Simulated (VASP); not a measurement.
Data:

```xyz
3
Lattice="0.0000 2.7490 2.7490 2.7490 0.0000 2.7490 2.7490 2.7490 0.0000" Properties=species:S:1:pos:R:3 pbc="T T T"
Si     1.3745     1.3745     1.3745
Si     4.1235     4.1235     4.1235
Ni     0.0000     0.0000     0.0000
```

All values below come from MS2 meta-GGA, VASP's PBE PAW potentials (set 64) (plane waves; VASP). Numerical set-up: 520 eV cut-off, 10×10×10 Γ-centred mesh, first-order Methfessel-Paxton smearing of 0.10 eV, potentials Si Ni.

Question: Give the stress tensor in GPa (positive for a compressed cell).

Answer: 
```
-8.54   0.00   0.00
 0.00  -8.54   0.00
 0.00   0.00  -8.54
```
The pressure is its mean diagonal, -8.54 GPa.

The compound is NiSi2 in the fluorite structure. This cell is one point of a volume scan, at 1.06 of the reference volume. The run is not spin-polarised, so no magnetic state was tried.
